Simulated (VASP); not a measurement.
Here is the system:

```
Te
1.0
    2.19806    -3.92431     0.00000
    2.19806     3.92431     0.00000
    0.00000     0.00000     5.96410
Te
3
Direct
  0.00000   0.26300   0.66667
  0.73700   0.73700   0.00000
  0.27630   0.01330   0.33333
```

All values below come from PBE GGA, VASP's PBE PAW potentials (set 64) (plane waves; VASP). Run with 400 eV cut-off, KSPACING 0.3 per Å, Gaussian smearing of 0.050 eV, potentials Te.

Which forces act on the atoms, in eV/Å?

```json
[
 {"atom": "Te1", "Fx": "0.240", "Fy": "0.150", "Fz": "-0.086"},
 {"atom": "Te2", "Fx": "-0.245", "Fy": "-0.018", "Fz": "0.051"},
 {"atom": "Te3", "Fx": "0.005", "Fy": "-0.131", "Fz": "0.036"}
]
```

Give the stress tensor in GPa (positive for a compressed cell).

```
 1.73   0.21  -0.30
 0.21   0.74  -0.57
-0.30  -0.57   1.41
```
The pressure is its mean diagonal, 1.29 GPa.

The compound is Te in the trig structure. The cell was not relaxed at this level, atoms are displaced from their ideal sites. The run is one of a series of settings (KGAMMA = .FALSE., KSPACING = 0.3, KPOINTS file removed against the base run), some of them coarse on purpose.
